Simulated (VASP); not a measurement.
```
TiN
1.0
    0.00000     2.03340     2.03340
    2.03340     0.00000     2.03340
    2.03340     2.03340     0.00000
Ti N
1 1
Direct
  0.00000   0.00000   0.00000
  0.50000   0.50000   0.50000
```

The numbers are results of LDA (Ceperley-Alder, Perdew-Zunger), VASP's LDA PAW potentials (set 64) (plane waves; VASP), not measurements. Numerical set-up: 620 eV cut-off, 15×15×15 Γ-centred mesh, first-order Methfessel-Paxton smearing of 0.10 eV, potentials Ti_sv N.

Energy and stress use the plane-wave basis of the starting cell.

The ions, cell shape and volume at an external pressure of 45.0 GPa are relaxed. Give the cell that the relaxation ends in.

```
TiN
1.0
    0.00000     2.01149     2.01149
    2.01149     0.00000     2.01149
    2.01149     2.01149     0.00000
Ti N
1 1
Direct
  0.00000   0.00000   0.00000
  0.50000   0.50000   0.50000
```
Space group Fm-3m (225), at a tolerance of 0.03 Å.

How do energy and volume change from the first to the last step?

The energy (σ→0) changes by +62.4 meV/atom and the volume by -3.2 %, in 4 ionic steps.

The compound is TiN in the rock salt structure. This run relaxes it under an external pressure of 45 GPa. Symmetry was kept, so distortions that lower it aren't found. The electron count is odd and the run is not spin-polarised, which forces a metal.
